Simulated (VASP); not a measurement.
Computed with r2SCAN meta-GGA, VASP's PBE PAW potentials (set 64) (plane waves; VASP).

A VASP calculation is set up with these files.

**INCAR**
```
SYSTEM = MoSb
PREC = Accurate; ENCUT = 400; LREAL = F
LASPH = T
EDIFF = 1E-6; NELM = 100; ALGO = Normal
LMAXMIX = 4; LMIXTAU = T
ISMEAR = 1; SIGMA = 0.1
METAGGA = R2SCAN
IBRION = 2; NSW = 60; ISIF = 3
EDIFFG = -0.01
LWAVE = F; LCHARG = F
```

### KPOINTS
```
Automatic mesh
0
Gamma
9 9 9
0 0 0
```

**POSCAR**
```
MoSb
1
    0.0000000000     3.1644000000     3.1644000000
    3.1644000000     0.0000000000     3.1644000000
    3.1644000000     3.1644000000     0.0000000000
Mo Sb
1 1
Direct
  0.0000000000   0.0000000000   0.0000000000
  0.5000000000   0.5000000000   0.5000000000
```

POTCAR, in this order: Mo_sv Sb (PBE.64 set). Program: vasp_std.

The run wrote:

**OSZICAR**
```
...
DAV:  11    -0.479959015477E+02    0.31788E-02   -0.40711E-03  1005   0.527E-01    0.839E-02
DAV:  12    -0.479967387453E+02   -0.83720E-03   -0.13022E-02  1073   0.789E-01    0.665E-02
DAV:  13    -0.479984336221E+02   -0.16949E-02   -0.72912E-04  1000   0.226E-01    0.498E-02
DAV:  14    -0.479994616192E+02   -0.10280E-02   -0.90323E-04  1040   0.238E-01    0.189E-02
DAV:  15    -0.479994883080E+02   -0.26689E-04   -0.20448E-05  1109   0.318E-02    0.903E-03
DAV:  16    -0.479994943112E+02   -0.60032E-05   -0.62198E-06  1110   0.176E-02    0.811E-03
DAV:  17    -0.479994977745E+02   -0.34632E-05   -0.10102E-06   470   0.101E-02    0.833E-03
DAV:  18    -0.479995003788E+02   -0.26043E-05   -0.15864E-06   678   0.113E-02    0.627E-03
DAV:  19    -0.479995013485E+02   -0.96973E-06   -0.26630E-07   470   0.498E-03
   1 F= -.47999501E+02 E0= -.47997170E+02  d E =-.479995E+02
       N       E                     dE             d eps       ncg     rms          rms(c)
DAV:   1    -0.140779155488E+03   -0.92780E+02   -0.21328E+03   910   0.492E+02    0.123E+02
DAV:   2    -0.551244007916E+02    0.85655E+02   -0.21348E+02   910   0.200E+02    0.237E+01
DAV:   3    -0.499096751186E+02    0.52147E+01   -0.26128E+01  1005   0.536E+01    0.273E+01
DAV:   4    -0.483213606522E+02    0.15883E+01   -0.61946E+00   935   0.189E+01    0.703E+00
DAV:   5    -0.487952452996E+02   -0.47388E+00   -0.18926E+00   975   0.164E+01    0.237E+00
DAV:   6    -0.488106572214E+02   -0.15412E-01   -0.11431E-01   960   0.394E+00    0.123E+00
DAV:   7    -0.488239336901E+02   -0.13276E-01   -0.79690E-02  1035   0.294E+00    0.375E-01
DAV:   8    -0.488375235905E+02   -0.13590E-01   -0.15731E-02   930   0.140E+00    0.157E-01
DAV:   9    -0.488378483184E+02   -0.32473E-03   -0.27931E-03   940   0.493E-01    0.572E-02
DAV:  10    -0.488388540177E+02   -0.10057E-02   -0.43450E-04   955   0.219E-01    0.168E-02
DAV:  11    -0.488389620476E+02   -0.10803E-03   -0.48875E-05   955   0.990E-02    0.608E-03
DAV:  12    -0.488389576426E+02    0.44051E-05   -0.36008E-06   970   0.246E-02    0.329E-03
DAV:  13    -0.488389651536E+02   -0.75110E-05   -0.19952E-06   874   0.158E-02    0.811E-04
DAV:  14    -0.488389624186E+02    0.27350E-05   -0.34370E-07   470   0.871E-03    0.511E-04
DAV:  15    -0.488389632246E+02   -0.80597E-06   -0.30431E-08   455   0.212E-03
   2 F= -.48838963E+02 E0= -.48837270E+02  d E =-.839462E+00
       N       E                     dE             d eps       ncg     rms          rms(c)
DAV:   1    -0.695285726777E+02   -0.20690E+02   -0.39988E+02   930   0.254E+02    0.577E+01
DAV:   2    -0.546628054353E+02    0.14866E+02   -0.22905E+02   926   0.114E+02    0.263E+01
DAV:   3    -0.504468226195E+02    0.42160E+01   -0.10457E+01   910   0.267E+01    0.196E+01
DAV:   4    -0.501001513369E+02    0.34667E+00   -0.10878E+00  1003   0.656E+00    0.147E+01
DAV:   5    -0.499885198220E+02    0.11163E+00   -0.50740E-01   910   0.831E+00    0.424E+00
DAV:   6    -0.499179161926E+02    0.70604E-01   -0.14786E+00   920   0.930E+00    0.794E-01
DAV:   7    -0.501018671169E+02   -0.18395E+00   -0.89215E-02   910   0.304E+00    0.939E-01
DAV:   8    -0.500991479164E+02    0.27192E-02   -0.88402E-04  1140   0.304E-01    0.701E-01
DAV:   9    -0.501135982491E+02   -0.14450E-01   -0.74901E-03   935   0.814E-01    0.741E-02
DAV:  10    -0.501149013945E+02   -0.13031E-02   -0.17093E-03  1085   0.356E-01    0.316E-02
DAV:  11    -0.501148768719E+02    0.24523E-04   -0.22263E-05   920   0.477E-02    0.362E-02
DAV:  12    -0.501148847807E+02   -0.79089E-05   -0.44138E-05   980   0.631E-02    0.589E-02
DAV:  13    -0.501149393527E+02   -0.54572E-04   -0.30141E-05   920   0.839E-02    0.608E-02
DAV:  14    -0.501149417851E+02   -0.24324E-05   -0.20384E-06   679   0.166E-02    0.484E-02
DAV:  15    -0.501149458919E+02   -0.41068E-05   -0.26745E-06   935   0.168E-02    0.301E-02
DAV:  16    -0.501149450705E+02    0.82143E-06   -0.52420E-07   460   0.604E-03
   3 F= -.50114945E+02 E0= -.50112467E+02  d E =-.211544E+01
       N       E                     dE             d eps       ncg     rms          rms(c)
DAV:   1    -0.501540682478E+02   -0.39122E-01   -0.79813E-01   965   0.109E+01    0.150E+00
DAV:   2    -0.501212283857E+02    0.32840E-01   -0.18561E-01   965   0.410E+00    0.332E-01
DAV:   3    -0.501196911934E+02    0.15372E-02   -0.62763E-03   930   0.638E-01    0.165E-01
DAV:   4    -0.501190538064E+02    0.63739E-03   -0.30471E-03  1035   0.455E-01    0.558E-02
DAV:   5    -0.501192375222E+02   -0.18372E-03   -0.60632E-04   925   0.229E-01    0.461E-02
DAV:   6    -0.501188797628E+02    0.35776E-03   -0.78131E-04   940   0.248E-01    0.281E-02
DAV:   7    -0.501193320437E+02   -0.45228E-03   -0.24414E-04   935   0.144E-01    0.417E-03
DAV:   8    -0.501193438596E+02   -0.11816E-04   -0.13068E-05  1065   0.346E-02    0.368E-03
DAV:   9    -0.501193448916E+02   -0.10321E-05   -0.57189E-07   460   0.886E-03    0.293E-03
DAV:  10    -0.501193446953E+02    0.19636E-06   -0.13584E-07   455   0.392E-03
   4 F= -.50119345E+02 E0= -.50116887E+02  d E =-.211984E+01
       N       E                     dE             d eps       ncg     rms          rms(c)
DAV:   1    -0.501387951129E+02   -0.19450E-01   -0.44462E-01   960   0.813E+00    0.113E+00
DAV:   2    -0.501205144845E+02    0.18281E-01   -0.10339E-01   955   0.307E+00    0.247E-01
DAV:   3    -0.501196775429E+02    0.83694E-03   -0.34329E-03   925   0.475E-01    0.124E-01
DAV:   4    -0.501193272288E+02    0.35031E-03   -0.16986E-03  1030   0.337E-01    0.410E-02
DAV:   5    -0.501194299126E+02   -0.10268E-03   -0.33865E-04   920   0.171E-01    0.340E-02
DAV:   6    -0.501192400687E+02    0.18984E-03   -0.41837E-04   940   0.183E-01    0.209E-02
DAV:   7    -0.501194839083E+02   -0.24384E-03   -0.13248E-04   940   0.106E-01    0.313E-03
DAV:   8    -0.501194899970E+02   -0.60887E-05   -0.68226E-06  1075   0.252E-02    0.290E-03
DAV:   9    -0.501194905644E+02   -0.56737E-06   -0.29967E-07   455   0.644E-03
   5 F= -.50119491E+02 E0= -.50117050E+02  d E =-.211999E+01
       N       E                     dE             d eps       ncg     rms          rms(c)
DAV:   1    -0.501408372769E+02   -0.21347E-01   -0.49068E-01   965   0.855E+00    0.115E+00
DAV:   2    -0.501207058098E+02    0.20131E-01   -0.12260E-01   965   0.329E+00    0.262E-01
DAV:   3    -0.501195236947E+02    0.11821E-02   -0.45718E-03   935   0.538E-01    0.127E-01
DAV:   4    -0.501191128461E+02    0.41085E-03   -0.20073E-03  1020   0.353E-01    0.417E-02
DAV:   5    -0.501192363834E+02   -0.12354E-03   -0.37906E-04   920   0.180E-01    0.347E-02
DAV:   6    -0.501190234168E+02    0.21297E-03   -0.39510E-04   935   0.177E-01    0.225E-02
DAV:   7    -0.501192627571E+02   -0.23934E-03   -0.13688E-04   930   0.108E-01    0.354E-03
DAV:   8    -0.501192686339E+02   -0.58769E-05   -0.78576E-06  1050   0.268E-02    0.418E-03
DAV:   9    -0.501192690209E+02   -0.38697E-06   -0.17837E-07   455   0.471E-03
   6 F= -.50119269E+02 E0= -.50116811E+02  d E =0.221543E-03
       N       E                     dE             d eps       ncg     rms          rms(c)
DAV:   1    -0.501268167820E+02   -0.75481E-02   -0.16216E-01   960   0.491E+00    0.676E-01
DAV:   2    -0.501201525749E+02    0.66642E-02   -0.38343E-02   960   0.186E+00    0.149E-01
DAV:   3    -0.501198255556E+02    0.32702E-03   -0.13134E-03   930   0.292E-01    0.741E-02
DAV:   4    -0.501196976045E+02    0.12795E-03   -0.63167E-04  1040   0.204E-01    0.246E-02
DAV:   5    -0.501197385968E+02   -0.40992E-04   -0.12478E-04   920   0.104E-01    0.204E-02
DAV:   6    -0.501196690517E+02    0.69545E-04   -0.14977E-04   930   0.109E-01    0.128E-02
DAV:   7    -0.501197590221E+02   -0.89970E-04   -0.47957E-05   930   0.640E-02    0.201E-03
DAV:   8    -0.501197615163E+02   -0.24942E-05   -0.26741E-06   985   0.157E-02    0.189E-03
DAV:   9    -0.501197617327E+02   -0.21634E-06   -0.10968E-07   455   0.385E-03
   7 F= -.50119762E+02 E0= -.50117313E+02  d E =-.271168E-03
```

File OUTCAR:
```
------------------------ aborting loop because EDIFF is reached ----------------------------------------
  FORCE on cell =-STRESS in cart. coord.  units (eV):
  Direction    XX          YY          ZZ          XY          YZ          ZX
  --------------------------------------------------------------------------------------
  Total        0.0029049      0.0029049      0.0029049      0.0000000      0.0000000     -0.0000000
  in kB        0.1118888      0.1118888      0.1118888      0.0000000      0.0000000     -0.0000000
  external PRESSURE =       0.1118888 kB  Pullay stress =       0.0000000 kB
  volume of cell :       41.60
      direct lattice vectors                 reciprocal lattice vectors
     0.000000000  2.750053053  2.750053053    -0.181814674  0.181814674  0.181814674
     2.750053053 -0.000000000  2.750053053     0.181814674 -0.181814674  0.181814674
     2.750053053  2.750053053  0.000000000     0.181814674  0.181814674 -0.181814674
 POSITION                                       TOTAL-FORCE (eV/Angst)
 -----------------------------------------------------------------------------------
      0.00000      0.00000      0.00000        -0.000000      0.000000     -0.000000
      2.75005      2.75005      2.75005         0.000000     -0.000000      0.000000
 -----------------------------------------------------------------------------------
    total drift:                               -0.000000      0.000000      0.000000
  FREE ENERGIE OF THE ION-ELECTRON SYSTEM (eV)
  ---------------------------------------------------
  free  energy   TOTEN  =       -50.1197617327 eV

  energy  without entropy=      -50.1124159458  energy(sigma->0) =      -50.11731314

 reached required accuracy - stopping structural energy minimisation
```
(Selected blocks of OUTCAR.)

CONTCAR:
```
MoSb
   1.00000000000000
     0.0000000000000000    2.7500530532950243    2.7500530532950243
     2.7500530532950243   -0.0000000000000000    2.7500530532950243
     2.7500530532950243    2.7500530532950243    0.0000000000000000
  Mo              Sb
     1     1
Direct
     0.0000000000000000    0.0000000000000000    0.0000000000000000
     0.5000000000000000    0.5000000000000000    0.5000000000000000
```

Energy and stress use the plane-wave basis of the starting cell.

The structure was generated: MoSb was put into the rock salt type (Fm-3m), which need not be its known phase. This run relaxes it. Symmetry was kept, so distortions that lower it aren't found. The electron count is odd and the run is not spin-polarised, which forces a metal.
